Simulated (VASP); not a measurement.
An input for Quantum ESPRESSO's pw.x (written as the equivalent of a VASP run, and not itself run):

```
&CONTROL
  calculation = 'vc-relax'
  pseudo_dir = './pseudo'
  outdir = './out'
  tprnfor = .true.
  tstress = .true.
  nstep = 40
  forc_conv_thr = 0.00078
/
&SYSTEM
  ibrav = 0
  nat = 8
  ntyp = 2
  ecutwfc = 96
  occupations = 'smearing'
  smearing = 'methfessel-paxton'
  degauss = 0.00735
  input_dft = 'pz'
/
&ELECTRONS
  conv_thr = 7.3e-08
  electron_maxstep = 100
/
&IONS
/
&CELL
  press = 100
/
ATOMIC_SPECIES
  Co 58.933 Co.upf
  Si 28.085 Si.upf
CELL_PARAMETERS angstrom
     4.3005363    0.0000000    0.0000000
    -0.0000000    4.3005363   -0.0000000
     0.0000000    0.0000000    4.3005363
ATOMIC_POSITIONS crystal
  Co   0.8532066  0.6467934  0.3532066
  Co   0.3532066  0.8532066  0.6467934
  Co   0.1467934  0.1467934  0.1467934
  Co   0.6467934  0.3532066  0.8532066
  Si   0.1563990  0.3436010  0.6563990
  Si   0.6563990  0.1563990  0.3436010
  Si   0.8436010  0.8436010  0.8436010
  Si   0.3436010  0.6563990  0.1563990
K_POINTS automatic
  7 7 7 0 0 0
```

Q: Translate this input to VASP (INCAR, KPOINTS, POSCAR, choice of POTCAR).

A: Several could match; the one computed here: 
File POSCAR:
```
CoSi
1
    4.3005363416     0.0000000000     0.0000000000
   -0.0000000000     4.3005363416    -0.0000000000
    0.0000000000     0.0000000000     4.3005363416
Co Si
4 4
Direct
  0.8532065934   0.6467934066   0.3532065934
  0.3532065934   0.8532065934   0.6467934066
  0.1467934066   0.1467934066   0.1467934066
  0.6467934066   0.3532065934   0.8532065934
  0.1563989833   0.3436010167   0.6563989833
  0.6563989833   0.1563989833   0.3436010167
  0.8436010167   0.8436010167   0.8436010167
  0.3436010167   0.6563989833   0.1563989833
```

INCAR:
```
! general
SYSTEM  = CoSi
PREC    = Accurate
ENCUT   = 500
LREAL   = .FALSE.
LASPH   = .TRUE.

! electronic loop
EDIFF   = 1E-6   ! SCF stop (eV)
NELM    = 100
ALGO    = Normal   ! blocked Davidson
LMAXMIX = 4   ! l cut-off of mixed one-centre charges

! smearing
ISMEAR  = 1   ! Methfessel-Paxton
SIGMA   = 0.1   ! width (eV)

! ions
IBRION  = 2
NSW     = 40   ! most ionic steps
ISIF    = 3
EDIFFG  = -0.02   ! ionic stop
PSTRESS = 100   ! kbar

! output
LWAVE   = .FALSE.
LCHARG  = .FALSE.
```

### KPOINTS
```
K-points
0
Gamma
7 7 7
```

POTCAR, in this order: Co Si (LDA.64 set). Program: vasp_std.

Limits of the translation: the potentials are each code's own (VASP's PAW set, PseudoDojo norm-conserving files in pw.x), so ENCUT and ecutwfc are chosen apart and not converted; conv_thr bounds pw.x's estimated SCF error, while EDIFF bounds the energy change between steps; forc_conv_thr acts on force components and is met together with etot_conv_thr.

The compound is CoSi in the B20 structure. It was relaxed first under an external pressure of 10 GPa.
